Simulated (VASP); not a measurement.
Output of a VASP run:

OUTCAR:
```
 ion  position               nearest neighbor table
   1  0.000  0.000  0.000-   2 2.63   2 2.63   2 2.63   2 2.63
   2  0.250  0.250  0.250-   1 2.63   1 2.63   1 2.63   1 2.63
  LATTYP: Found a face centered cubic cell.
 ALAT       =     6.0687560000
 Subroutine PRICEL returns:
 Original cell was already a primitive cell.
 Subroutine GETGRP returns: Found 24 space group operations
The static configuration has the point symmetry T_d .
The dynamic configuration has the point symmetry T_d .
 Subroutine INISYM returns: Found 24 space group operations
 Subroutine IBZKPT returns following result:
 Found      8 irreducible k-points:

 Following reciprocal coordinates:
            Coordinates               Weight
  0.000000  0.000000  0.000000      1.000000
  0.250000  0.000000  0.000000      8.000000
  0.500000  0.000000  0.000000      4.000000
  0.250000  0.250000  0.000000      6.000000
  0.500000  0.250000  0.000000     24.000000
 -0.250000  0.250000  0.000000     12.000000
  0.500000  0.500000  0.000000      3.000000
 -0.250000  0.500000  0.250000      6.000000
 Subroutine IBZKPT_HF returns following result:
   k-points           NKPTS =      8   k-points in BZ     NKDIM =     64   number of bands    NBANDS=     13
   number of dos      NEDOS =    301   number of ions     NIONS =      2
   total plane-waves  NPLWV =  13824
   dimension x,y,z NGX =    24 NGY =   24 NGZ =   24
   dimension x,y,z NGXF=    48 NGYF=   48 NGZF=   48
   ions per type =               1   1
   PREC   = accura    normal or accurate (medium, high low for compatibility)
   ISTART =      0    job   : 0-new  1-cont  2-samecut
   ICHARG =      2    charge: 1-file 2-atom 10-const
   ISPIN  =      1    spin polarized calculation?
   LNONCOLLINEAR =      F non collinear calculations
   LSORBIT =      F    spin-orbit coupling
   INIWAV =      1    electr: 0-lowe 1-rand  2-diag
   ENCUT  =  300.0 eV  22.05 Ry    4.70 a.u.   6.06  6.06  6.06*2*pi/ulx,y,z
   NELM   =    100;   NELMIN=  2; NELMDL= -5     # of ELM steps
   EDIFF  = 0.1E-05   stopping-criterion for ELM
   LREAL  =      F    real-space projection
   NLSPLINE    = F    spline interpolate recip. space projectors
   LMAXMIX     =    4 max onsite mixed and CHGCAR
   VOSKOWN=      0    Vosko Wilk Nusair interpolation
   EDIFFG = 0.1E-04   stopping-criterion for IOM
   NSW    =      0    number of steps for IOM
   NBLOCK =      1;   KBLOCK =      1    inner block; outer block
   IBRION =     -1    ionic relax: 0-MD 1-quasi-New 2-CG
   NFREE  =      0    steps in history (QN), initial steepest desc. (CG)
   ISIF   =      2    stress and relaxation
   ISYM   =      3    0-nonsym 1-usesym 2-fastsym
   TEIN   =    0.0    initial temperature
   TEBEG  =    0.0;   TEEND  =   0.0 temperature during run
   SMASS  =  -3.00    Nose mass-parameter (am)
   PSTRESS=    0.0 pullay stress
   NELECT =      18.0000    total number of electrons
   EFERMI =   0.00;   METHOD = LEGACY
   ISMEAR =     0;   SIGMA  =   0.02  broadening in eV -4-tet -1-fermi 0-gaus
   IALGO  =     38    algorithm
   LDIAG  =      T    sub-space diagonalisation (order eigenvalues)
   IMIX   =      1    mixing-type and parameters
     AMIX     =   0.40;   BMIX     =  1.00
     AMIX_MAG =   1.60;   BMIX_MAG =  1.00
     AMIN     =   0.10
   GGA     = PE    functional components
   VOSKOWN =     0    Vosko Wilk Nusair interpolation
   LHFCALC =     T    Hartree Fock is set to
   NKREDX  =     1    reduce k-point grid by
   AEXX    =    0.2500 exact exchange contribution
   HFSCREEN=    0.2000 screening length (either q_TF or 0.3 A-1)
   HFRCUT  =    0.0000 spherical cutoff for potential kernel
   AGGAX   =    0.7500 GGA exchange part
   ALDAC   =    1.0000 LDA correlation
   AGGAC   =    1.0000 GGA correlation
  energy-cutoff  :      300.00
  volume of cell :       55.88
      direct lattice vectors                 reciprocal lattice vectors
     0.000000000  3.034378000  3.034378000    -0.164778416  0.164778416  0.164778416
     3.034378000  0.000000000  3.034378000     0.164778416 -0.164778416  0.164778416
...
```

### OSZICAR
```
       N       E                     dE             d eps       ncg     rms          rms(c)
DAV:   1    -0.149138248113E+04   -0.14914E+04   -0.61350E+03   208   0.103E+03
DAV:   2    -0.158559220462E+04   -0.94210E+02   -0.89039E+02   223   0.236E+02
DAV:   3    -0.159275679861E+04   -0.71646E+01   -0.71366E+01   268   0.729E+01
DAV:   4    -0.159296463610E+04   -0.20784E+00   -0.20778E+00   284   0.129E+01
DAV:   5    -0.627983644427E+01    0.15867E+04   -0.91102E+00   243   0.694E+01    0.507E+00
DAV:   6    -0.647021865661E+01   -0.19038E+00   -0.80946E-01   253   0.173E+01    0.457E+00
DAV:   7    -0.644147891549E+01    0.28740E-01   -0.15036E-01   258   0.152E+01    0.270E+00
DAV:   8    -0.644235940521E+01   -0.88049E-03   -0.15743E-02   218   0.114E+00    0.173E+00
DAV:   9    -0.644111372443E+01    0.12457E-02   -0.38602E-03   248   0.217E+00    0.104E+00
DAV:  10    -0.644098012135E+01    0.13360E-03   -0.10084E-03   312   0.518E-01    0.518E-01
DAV:  11    -0.644098055985E+01   -0.43850E-06   -0.15931E-04   317   0.235E-01    0.283E-01
DAV:  12    -0.644100216203E+01   -0.21602E-04   -0.45999E-05   228   0.922E-02    0.165E-01
DAV:  13    -0.644102303836E+01   -0.20876E-04   -0.16050E-05   244   0.340E-02    0.920E-02
DAV:  14    -0.644103676663E+01   -0.13728E-04   -0.63054E-06   251   0.265E-02    0.513E-02
DAV:  15    -0.644104470384E+01   -0.79372E-05   -0.29551E-06   233   0.132E-02    0.295E-02
DAV:  16    -0.644104924512E+01   -0.45413E-05   -0.13259E-06   214   0.891E-03    0.170E-02
DAV:  17    -0.644105165067E+01   -0.24055E-05   -0.59899E-07   174   0.599E-03    0.989E-03
DAV:  18    -0.644105287238E+01   -0.12217E-05   -0.36945E-07   169   0.504E-03    0.570E-03
DAV:  19    -0.644105353766E+01   -0.66528E-06   -0.18051E-07   154   0.410E-03
   1 F= -.64410535E+01 E0= -.64410535E+01  d E =-.192477E-11
```

**OUTCAR**
```
------------------------ aborting loop because EDIFF is reached ----------------------------------------
  FORCE on cell =-STRESS in cart. coord.  units (eV):
  Direction    XX          YY          ZZ          XY          YZ          ZX
  --------------------------------------------------------------------------------------
  Total        0.0394159      0.0394159      0.0394159      0.0000000      0.0000000      0.0000000
  in kB        1.1301669      1.1301669      1.1301669      0.0000000      0.0000000      0.0000000
  external PRESSURE =       1.1301669 kB  Pullay stress =       0.0000000 kB
  volume of cell :       55.88
      direct lattice vectors                 reciprocal lattice vectors
     0.000000000  3.034378000  3.034378000    -0.164778416  0.164778416  0.164778416
     3.034378000  0.000000000  3.034378000     0.164778416 -0.164778416  0.164778416
     3.034378000  3.034378000  0.000000000     0.164778416  0.164778416 -0.164778416
  FREE ENERGIE OF THE ION-ELECTRON SYSTEM (eV)
  ---------------------------------------------------
  free  energy   TOTEN  =        -6.4410535377 eV

  energy  without entropy=       -6.4410535377  energy(sigma->0) =       -6.44105354

  exchange ACFDT corr.  =         0.00000000  see jH, gK, PRB 81, 115126
```
(Selected blocks of OUTCAR.)

**POSCAR**
```
CuI
1
    0.0000000000     3.0343780000     3.0343780000
    3.0343780000     0.0000000000     3.0343780000
    3.0343780000     3.0343780000     0.0000000000
Cu I
1 1
Direct
  0.0000000000   0.0000000000   0.0000000000
  0.2500000000   0.2500000000   0.2500000000
```

### Question
Write an INCAR and KPOINTS that could have produced this output.

### Answer
Several could match; the one computed here: the input of the run itself, HSE06 screened hybrid, plane waves, VASP's PBE PAW potentials (set 64).

INCAR:
```
SYSTEM = CuI
PREC = Accurate
ENCUT = 300
EDIFF = 1E-6
NELM = 100
ALGO = Normal
LREAL = .FALSE.
LASPH = .TRUE.
ISMEAR = 0
SIGMA = 0.02
GGA = PE
HFSCREEN = 0.2
AEXX = 0.25
LHFCALC = .TRUE.
PRECFOCK = Fast
ISYM = 3
LMAXMIX = 4
LWAVE = .FALSE.
LCHARG = .FALSE.
ISIF = 2
```

KPOINTS:
```
Automatic
0
Gamma
  4 4 4
```

POTCAR, in this order: Cu I (PBE.64 set). Program: vasp_std.

At this cut-off the stress carries a Pulay error, which pulls relaxed volumes low.

The structure is a typed CuI crystal. The cell was not relaxed at this level. The k-mesh is coarse (spacing up to 0.45 per Å, 2π included), so the numbers may not be converged in it. The run is one of a series of settings (AEXX = 0.25, HFSCREEN = 0.2, ISYM = 3, LHFCALC = .TRUE., PRECFOCK = Fast, KPOINTS 4×4×4 Γ-centred mesh against the base run), some of them coarse on purpose.
